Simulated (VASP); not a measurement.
Output of a VASP run:

File OSZICAR:
```
       N       E                     dE             d eps       ncg     rms          rms(c)
DAV:   1     0.357625698824E+03    0.35763E+03   -0.15952E+04  5056   0.620E+02
DAV:   2    -0.184658881299E+02   -0.37609E+03   -0.34686E+03  5272   0.213E+02
DAV:   3    -0.505332570465E+02   -0.32067E+02   -0.30893E+02  6584   0.587E+01
DAV:   4    -0.516166745584E+02   -0.10834E+01   -0.10785E+01  5960   0.916E+00
DAV:   5    -0.516281796408E+02   -0.11505E-01   -0.11503E-01  5872   0.906E-01    0.278E+01
DAV:   6    -0.424776584121E+02    0.91505E+01   -0.95705E+00  6824   0.247E+01    0.165E+01
DAV:   7    -0.421259726407E+02    0.35169E+00   -0.24953E+00  6120   0.694E+00    0.105E+01
DAV:   8    -0.423274405798E+02   -0.20147E+00   -0.12136E+00  6288   0.647E+00    0.551E+00
DAV:   9    -0.420272713510E+02    0.30017E+00   -0.49792E-01  5848   0.351E+00    0.123E+00
DAV:  10    -0.420214786488E+02    0.57927E-02   -0.19755E-02  6424   0.600E-01    0.706E-01
DAV:  11    -0.420165168989E+02    0.49617E-02   -0.70522E-03  6840   0.465E-01    0.177E-01
DAV:  12    -0.420164904991E+02    0.26400E-04   -0.80391E-04  6728   0.118E-01    0.343E-02
DAV:  13    -0.420164915317E+02   -0.10326E-05   -0.74237E-05  5800   0.438E-02    0.144E-02
DAV:  14    -0.420164913927E+02    0.13902E-06   -0.38880E-06  6112   0.723E-03    0.935E-03
DAV:  15    -0.420164911033E+02    0.28941E-06   -0.68926E-07  6392   0.520E-03    0.146E-03
DAV:  16    -0.420164910398E+02    0.63526E-07   -0.60757E-08  5248   0.791E-04
   1 F= -.42016491E+02 E0= -.42016491E+02  d E =-.180159E-23
 imaginary and real dielectric function
```

### OUTCAR
```
------------------------ aborting loop because EDIFF is reached ----------------------------------------
  FORCE on cell =-STRESS in cart. coord.  units (eV):
  Direction    XX          YY          ZZ          XY          YZ          ZX
  --------------------------------------------------------------------------------------
  Total       -0.0042248     -0.0042248     -0.0042248      0.0000000      0.0000000     -0.0000000
  in kB       -0.1144626     -0.1144626     -0.1144626      0.0000000      0.0000000     -0.0000000
  external PRESSURE =      -0.1144626 kB  Pullay stress =       0.0000000 kB
  volume of cell :       59.14
      direct lattice vectors                 reciprocal lattice vectors
     3.895977268  0.000000000  0.000000000     0.256675009  0.000000000  0.000000000
     0.000000000  3.895977268  0.000000000     0.000000000  0.256675009  0.000000000
     0.000000000  0.000000000  3.895977268     0.000000000  0.000000000  0.256675009
 POSITION                                       TOTAL-FORCE (eV/Angst)
 -----------------------------------------------------------------------------------
      0.00000      0.00000      0.00000         0.000000      0.000000      0.000000
      1.94799      1.94799      1.94799         0.000000      0.000000      0.000000
      1.94799      0.00000      1.94799         0.000000      0.000000      0.000000
      0.00000      1.94799      1.94799         0.000000      0.000000      0.000000
      1.94799      1.94799      0.00000         0.000000      0.000000      0.000000
 -----------------------------------------------------------------------------------
    total drift:                                0.000000      0.000000     -0.000000
  FREE ENERGIE OF THE ION-ELECTRON SYSTEM (eV)
  ---------------------------------------------------
  free  energy   TOTEN  =       -42.0164910398 eV

  energy  without entropy=      -42.0164910398  energy(sigma->0) =      -42.01649104

 plasma frequency squared (from intraband transitions) (eV^2)
  --------------------------------------------------------------------------------------
       0.000      -0.000       0.000
       0.000       0.000       0.000
      -0.000       0.000       0.000

 plasma frequency squared (from interband transitions, int dw w eps(2)(w)) (eV^2)
  --------------------------------------------------------------------------------------
     676.624       0.000      -0.000       0.000       0.000      -0.000
      -0.000      -0.000     676.624       0.000      -0.000       0.000
       0.000       0.000      -0.000      -0.000     676.624       0.000
```
(Selected blocks of OUTCAR.)

File POSCAR:
```
SrTiO3
1
    3.8959772682    -0.0000000000     0.0000000000
   -0.0000000000     3.8959772682    -0.0000000000
   -0.0000000000    -0.0000000000     3.8959772682
Sr Ti O
1 1 3
Direct
  0.0000000000   0.0000000000   0.0000000000
  0.5000000000   0.5000000000   0.5000000000
  0.5000000000   0.0000000000   0.5000000000
  0.0000000000   0.5000000000   0.5000000000
  0.5000000000   0.5000000000   0.0000000000
```

Problem. Reconstruct the remaining input files.

Solution. This is not unique; one that fits is the input of the run itself, PBEsol GGA, plane waves, VASP's PBE PAW potentials (set 64).

File KPOINTS:
```
Automatic mesh
0
Gamma
9 9 9
0 0 0
```

### INCAR
```
# general
SYSTEM  = SrTiO3
PREC    = Accurate
ENCUT   = 520
LREAL   = F   # projection in real space or not
LASPH   = T
NBANDS  = 72

# electronic loop
EDIFF   = 1E-7   # SCF stop (eV)
NELM    = 100
ALGO    = Normal
LMAXMIX = 4   # l cut-off of mixed one-centre charges

# smearing
ISMEAR  = 0   # Gaussian
SIGMA   = 0.01   # width (eV)

# functional
GGA     = PS   # PBEsol

# output
LWAVE   = F
LCHARG  = F
NEDOS   = 1001

# other
LOPTICS = T
CSHIFT  = 0.1
```

POTCAR, in this order: Sr_sv Ti_sv O (PBE.64 set). Program: vasp_std.

The dielectric response may not be converged in the k-mesh; for small gaps it tends to come out too large.

The compound is SrTiO3 in the cubic perovskite structure, the ideal cubic form; the compound distorts at low or room temperature. It was relaxed first.
